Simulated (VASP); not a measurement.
# What spin-orbit coupling changes in Mo2N, part 2 of 4

What does spin-orbit coupling change in Mo2N, and what does it cost? All runs use LDA. Left out of this account: 1 further run (self-consistent run: a reference on another mesh). The start is a cell from a database of measured crystal structures.

VASP 6.6.1, plane waves and PAW; the level of theory is named at each step.

Still holding for the runs below: This run has no spin polarisation, although Mo can carry a moment.

So far. Step 2 (Bands along the symmetry lines (LDA)): There is no gap at this level.

## (3) Band structure (LDA + SOC)

This step: LDA, spin-orbit coupling, no spin polarisation; plane waves and PAW (Mo_sv, N) (VASP 6.6.1).

Levels along the symmetry lines show where the bands peak and cross; KPOINTS_OPT computes them in the converged potential. Spin-orbit coupling needs spinors and the noncollinear program, where each band holds one electron.

INCAR reads:

```
SYSTEM = Mo2N
PREC = Accurate
ENCUT = 520
EDIFF = 1E-06
NELM = 100
ISMEAR = -1
SIGMA = 0.05
LREAL = .FALSE.
ALGO = Normal
GGA = CA
LNONCOLLINEAR = .TRUE.
MAGMOM = 0 0 0 0 0 0 0 0 0 0 0 0 0 0 0 0 0 0
NBANDS = 80
GGA_COMPAT = .FALSE.
LASPH = .TRUE.
LSORBIT = .TRUE.
LMAXMIX = 4
LORBIT = 11
LWAVE = .FALSE.
LCHARG = .FALSE.
KPAR = 4
```

POSCAR reads:

```
Mo2N
1.0
   -2.1000000000      2.1000000000      4.0000000000
    2.1000000000     -2.1000000000      4.0000000000
    2.1000000000      2.1000000000     -4.0000000000
Mo N
4 2
Direct
    0.2580000000      0.2580000000      0.0000000000
    0.0080000000      0.5080000000      0.5000000000
    0.4920000000      0.9920000000      0.5000000000
    0.7420000000      0.7420000000      0.0000000000
    0.0000000000      0.0000000000      0.0000000000
    0.7500000000      0.2500000000      0.5000000000
```

KPOINTS reads:

```
Automatic mesh
0
Gamma
9 9 9
0 0 0
```

KPOINTS_OPT reads:

```
Line mode
16
Line-mode
Reciprocal
  0.00000000   0.00000000   0.00000000 GAMMA
  0.00000000   0.00000000   0.50000000 X

  0.00000000   0.00000000   0.50000000 X
 -0.13781250   0.13781250   0.50000000 Y

 -0.13781250   0.13781250   0.50000000 Y
 -0.31890625   0.31890625   0.31890625 S

 -0.31890625   0.31890625   0.31890625 S
  0.00000000   0.00000000   0.00000000 GAMMA

  0.00000000   0.00000000   0.00000000 GAMMA
  0.50000000   0.50000000  -0.50000000 Z

  0.50000000   0.50000000  -0.50000000 Z
  0.31890625   0.68109375  -0.31890625 S1

  0.31890625   0.68109375  -0.31890625 S1
  0.00000000   0.50000000   0.00000000 N

  0.00000000   0.50000000   0.00000000 N
  0.25000000   0.25000000   0.25000000 P

  0.25000000   0.25000000   0.25000000 P
  0.50000000   0.50000000  -0.13781250 Y1

  0.50000000   0.50000000  -0.13781250 Y1
  0.50000000   0.50000000  -0.50000000 Z

  0.00000000   0.00000000   0.50000000 X
  0.25000000   0.25000000   0.25000000 P
```

The projector-augmented-wave data sets are Mo_sv and N (LDA family, release 64).

On the command line:

```bash
mpirun -np 4 vasp_ncl
```

Log:

```text
[... set-up lines as in an earlier step ...]
 entering main loop
       N       E                     dE             d eps       ncg     rms          rms(c)
DAV:   1     0.877768781040E+03    0.87777E+03   -0.39610E+04 12008   0.176E+03
DAV:   2    -0.221333802936E+02   -0.89990E+03   -0.87666E+03 12608   0.568E+02
DAV:   3    -0.761387153671E+02   -0.54005E+02   -0.52615E+02 16016   0.130E+02
DAV:   4    -0.774855814120E+02   -0.13469E+01   -0.13310E+01 14352   0.165E+01
DAV:   5    -0.775127859673E+02   -0.27205E-01   -0.27135E-01 14280   0.219E+00    0.533E+01
DAV:   6    -0.705267363507E+02    0.69860E+01   -0.48602E+01 14512   0.347E+01    0.143E+01
DAV:   7    -0.699613050306E+02    0.56543E+00   -0.33586E+00 14008   0.948E+00    0.980E+00
DAV:   8    -0.699003233201E+02    0.60982E-01   -0.51413E-01 13488   0.381E+00    0.119E+00
DAV:   9    -0.698836774886E+02    0.16646E-01   -0.82205E-02 14352   0.135E+00    0.733E-01
DAV:  10    -0.698835908301E+02    0.86658E-04   -0.78494E-03 14864   0.533E-01    0.310E-01
DAV:  11    -0.698828571659E+02    0.73366E-03   -0.46596E-03 15016   0.291E-01    0.500E-02
DAV:  12    -0.698828636630E+02   -0.64970E-05   -0.18382E-04 13760   0.680E-02    0.257E-02
DAV:  13    -0.698828652895E+02   -0.16265E-05   -0.12925E-05 14048   0.245E-02    0.663E-03
DAV:  14    -0.698828647948E+02    0.49467E-06   -0.14696E-06 10192   0.788E-03
   1 F= -.69882865E+02 E0= -.69866171E+02  d E =-.333880E-01  mag=    -0.0000     0.0000    -0.0000
 Start KPOINTS_OPT (optional k-point list driver)
k-point batch [1-75\176]
       N       E                     dE             ncg
DAV:   1     0.205954225631E+05   -0.77528E+05    12016
DAV:   2    -0.464731307719E+05   -0.67069E+05    12600
DAV:   3    -0.501361271516E+05   -0.36630E+04    16088
DAV:   4    -0.502382395292E+05   -0.10211E+03    14344
DAV:   5    -0.502407836246E+05   -0.25441E+01    14104
DAV:   6    -0.502408586296E+05   -0.75005E-01    14616
DAV:   7    -0.502408608208E+05   -0.21912E-02    12504
DAV:   8    -0.502408608896E+05   -0.68706E-04    11912
DAV:   9    -0.502408608922E+05   -0.26875E-05     9280
DAV:  10    -0.502408608925E+05   -0.22942E-06     8488
[...]
k-point batch [151-176\176]
       N       E                     dE             ncg
DAV:   1     0.104045229993E+06   -0.44215E+05     4160
DAV:   2     0.807810814474E+05   -0.23264E+05     4376
DAV:   3     0.795232650465E+05   -0.12578E+04     5648
DAV:   4     0.794936716754E+05   -0.29593E+02     5048
DAV:   5     0.794928991555E+05   -0.77252E+00     5016
DAV:   6     0.794928764911E+05   -0.22664E-01     5112
DAV:   7     0.794928757844E+05   -0.70670E-03     4432
DAV:   8     0.794928757576E+05   -0.26801E-04     4064
DAV:   9     0.794928757563E+05   -0.12455E-05     3296
DAV:  10     0.794928757562E+05   -0.10186E-06     2968
```

Run time: 15 min. Hardware: 4 MPI ranks of Intel Xeon Platinum 8175M at 2.50GHz (Skylake/Cascade Lake), shared host; peak memory 4.6 GiB; 58 min of CPU time.

OUTCAR, selected parts (step 3):

```text
 Found     75 irreducible k-points:

   k-points           NKPTS =     75   k-points in BZ     NKDIM =     75   number of bands    NBANDS=     80

   NELECT =      66.0000    total number of electrons

 E-fermi :  13.1675

 k-point     1 :       0.0000    0.0000    0.0000
  band No.  band energies     occupation
    ...
     66      12.4373      1.00000
     67      12.5581      0.99999
     68      12.5581      0.99999
     69      12.8715      0.99732
     70      12.8715      0.99732
     71      13.4145      0.00711
     72      13.4145      0.00711
     73      14.9372      0.00000
     74      14.9372      0.00000
     75      15.3983      0.00000
    ...

 k-point     2 :       0.1111    0.0000   -0.0000
  band No.  band energies     occupation
    ...
     64      12.1685      1.00000
     65      12.4922      1.00000
     66      12.4922      1.00000
     67      12.9576      0.98521
     68      12.9576      0.98521
     69      13.2311      0.21904
     70      13.2311      0.21904
     71      13.7975      0.00000
     72      13.7975      0.00000
     73      14.7264      0.00000
    ...

  Total       -1.3025183     -1.3025183     -1.1598454      0.0000000      0.0000000      0.0000000
  in kB      -29.5757550    -29.5757550    -26.3361385      0.0000000      0.0000000      0.0000000
  external PRESSURE =     -28.4958829 kB  Pullay stress =       0.0000000 kB

 POSITION                                       TOTAL-FORCE (eV/Angst)
 -----------------------------------------------------------------------------------
      0.00000      0.00000      2.06400         0.000000      0.000000      0.171621
      2.10000      0.00000      0.06400         0.000000      0.000000      0.171621
      2.10000      0.00000      3.93600        -0.000000     -0.000000     -0.171621
      0.00000      0.00000      5.93600        -0.000000     -0.000000     -0.171621
      0.00000      0.00000      0.00000         0.000000      0.000000      0.000000
     -0.00000      2.10000      2.00000         0.000000      0.000000      0.000000
 -----------------------------------------------------------------------------------
    total drift:                                0.000000     -0.000000      0.000000

  FREE ENERGIE OF THE ION-ELECTRON SYSTEM (eV)
  ---------------------------------------------------
  free  energy   TOTEN  =       -69.8828647948 eV

  energy  without entropy=      -69.8494767770  energy(sigma->0) =      -69.86617079

 Spin-Orbit-Coupling matrix elements
 Ion:    1  E_soc:     -0.2055125
 Ion:    2  E_soc:     -0.2055125
 Ion:    3  E_soc:     -0.2055125
 Ion:    4  E_soc:     -0.2055125
 Ion:    5  E_soc:     -0.0002076
 Ion:    6  E_soc:     -0.0002076

 total charge
# of ion       s       p       d       tot
------------------------------------------
    1        2.318   6.229   4.012  12.559
    2        2.318   6.229   4.012  12.559
    3        2.318   6.229   4.012  12.559
    4        2.318   6.229   4.012  12.559
    5        1.234   2.527   0.000   3.761
    6        1.234   2.527   0.000   3.761
--------------------------------------------------
tot         11.740  29.970  16.049  57.760

 magnetization (x)
# of ion       s       p       d       tot
------------------------------------------
    1        0.000  -0.000  -0.000  -0.000
    2       -0.000   0.000  -0.000  -0.000
    3        0.000  -0.000  -0.000  -0.000
    4       -0.000   0.000  -0.000  -0.000
    5       -0.000   0.000   0.000  -0.000
    6       -0.000   0.000   0.000  -0.000
--------------------------------------------------
tot         -0.000  -0.000  -0.000  -0.000

 magnetization (y)
# of ion       s       p       d       tot
------------------------------------------
    1        0.000  -0.000   0.000   0.000
    2        0.000   0.000   0.000   0.000
    3        0.000  -0.000   0.000   0.000
    4        0.000   0.000   0.000   0.000
    5        0.000   0.000   0.000   0.000
    6        0.000   0.000   0.000   0.000
--------------------------------------------------
tot          0.000  -0.000   0.000   0.000

 magnetization (z)
# of ion       s       p       d       tot
------------------------------------------
    1        0.000   0.000  -0.000  -0.000
    2        0.000  -0.000   0.000  -0.000
    3        0.000   0.000  -0.000  -0.000
    4       -0.000   0.000  -0.000  -0.000
    5        0.000   0.000   0.000   0.000
    6        0.000   0.000   0.000   0.000
--------------------------------------------------
tot         -0.000   0.000  -0.000  -0.000

[... 8 parts as in an earlier step ...]

[... 5 further parts left out ...]
```

At this level the cell is under a tension of 2.8 GPa, so at these settings it is away from equilibrium.

This step gave:

```
SCF cycles              : 14
bands                   : 80
free energy (TOTEN)     : -69.8829 eV
energy at zero smearing : -69.8662 eV
pressure                : -2.850 GPa
```

On-site spin-orbit energy by atom:

```
atom  on-site spin-orbit energy (eV)
 Mo1                          -0.206
 Mo2                          -0.206
 Mo3                          -0.206
 Mo4                          -0.206
  N5                           0.000
  N6                           0.000
```

The electronic bands at the labelled points (eV, zero at the Fermi level; # counts the bands kept, so #1 is VASP's band 37):

```
          point    #25    #26    #27    #28    #31    #32    #33    #34
              Γ  -0.90  -0.90  -0.83  -0.83  -0.61  -0.61  -0.30  -0.30
0.53 of the way  -1.57  -1.57  -1.47  -1.47  -0.05  -0.05   0.59   0.59
              X  -1.57  -1.57  -1.57  -1.57   0.09   0.09   1.51   1.51
0.53 of the way  -1.58  -1.58  -1.55  -1.55   0.26   0.26   1.34   1.34
              Y  -1.69  -1.69  -1.65  -1.65   0.45   0.45   1.12   1.12
0.47 of the way  -1.73  -1.73  -1.67  -1.67   0.33   0.33   0.99   0.99
              S  -1.18  -1.18  -1.08  -1.08  -0.13  -0.13   0.84   0.84
0.47 of the way  -1.45  -1.45  -1.04  -1.04  -0.04  -0.04   0.44   0.44
              Γ  -0.90  -0.90  -0.83  -0.83  -0.61  -0.61  -0.30  -0.30
0.53 of the way  -1.22  -1.22  -1.17  -1.17   0.11   0.11   0.86   0.86
              Z   0.16   0.16   0.16   0.16   0.20   0.20   0.63   0.63
0.53 of the way  -0.27  -0.27  -0.22  -0.22  -0.03  -0.03   1.12   1.12
             S1  -1.18  -1.18  -1.08  -1.08  -0.13  -0.13   0.84   0.84
0.47 of the way  -1.76  -1.76  -0.98  -0.98   0.10   0.10   0.20   0.20
              N  -1.79  -1.79  -0.76  -0.76  -0.18  -0.18   0.34   0.34
0.53 of the way  -1.74  -1.74  -1.23  -1.23   0.25   0.25   1.05   1.05
              P  -1.27  -1.27  -1.27  -1.27   0.79   0.79   1.10   1.10
0.53 of the way  -1.70  -1.70  -1.26  -1.26   0.56   0.56   1.26   1.26
             Y1  -1.69  -1.69  -1.65  -1.65   0.45   0.45   1.12   1.12
0.53 of the way  -0.70  -0.70  -0.69  -0.69   0.16   0.16   1.33   1.33
              Z   0.16   0.16   0.16   0.16   0.20   0.20   0.63   0.63
      jump to X  -1.57  -1.57  -1.57  -1.57   0.09   0.09   1.51   1.51
0.47 of the way  -1.38  -1.38  -1.36  -1.36   0.31   0.31   1.42   1.42
              P  -1.27  -1.27  -1.27  -1.27   0.79   0.79   1.10   1.10
```

Of the projections kept (Mo, N), the largest for each band there; the rest of the weight can lie on other orbitals:

```
point      #25      #26      #27      #28      #31      #32      #33      #34
    Γ  Mo 0.68  Mo 0.68  Mo 0.68  Mo 0.68  Mo 0.71  Mo 0.71  Mo 1.00  Mo 1.00
    X  Mo 0.98  Mo 0.98  Mo 0.98  Mo 0.98  Mo 1.00  Mo 1.00  Mo 0.93  Mo 0.93
    Y  Mo 0.94  Mo 0.94  Mo 0.93  Mo 0.93  Mo 0.96  Mo 0.96  Mo 0.97  Mo 0.97
    S  Mo 0.96  Mo 0.96  Mo 0.94  Mo 0.94  Mo 1.00  Mo 1.00  Mo 0.99  Mo 0.99
    Γ  Mo 0.68  Mo 0.68  Mo 0.68  Mo 0.68  Mo 0.71  Mo 0.71  Mo 1.00  Mo 1.00
    Z  Mo 0.93  Mo 0.93  Mo 0.93  Mo 0.93  Mo 0.97  Mo 0.97  Mo 1.00  Mo 1.00
```

Force by atom:

```csv
atom,x (eV/Å),y (eV/Å),z (eV/Å),size
Mo1,0.000,0.000,0.172,0.172
Mo2,0.000,0.000,0.172,0.172
Mo3,0.000,0.000,-0.172,0.172
Mo4,0.000,0.000,-0.172,0.172
N5,0.000,0.000,0.000,0.000
N6,0.000,0.000,0.000,0.000
```

There is no gap at this level. Without the coupling there was no gap either. The run took 5.2 times the core time, with 80 spinor bands against 50.

(Continued in part 3 of 4.)

[Lines on the potential files, build, host, timing and source positions are cut from VASP's logs without a mark.]

[Logs are printed without paths, hosts, clocks, repeated set-up lines and the standing remarks that a program may print on its own settings, such as how far it seeks lower states.]

[Hosts, paths, dates, database ids (printed as entryN), source tags and the programs' standing remarks are cut or masked in the printed files.]

[A measured line is paired with the nearest computed mode of its activity, which favours agreement.]
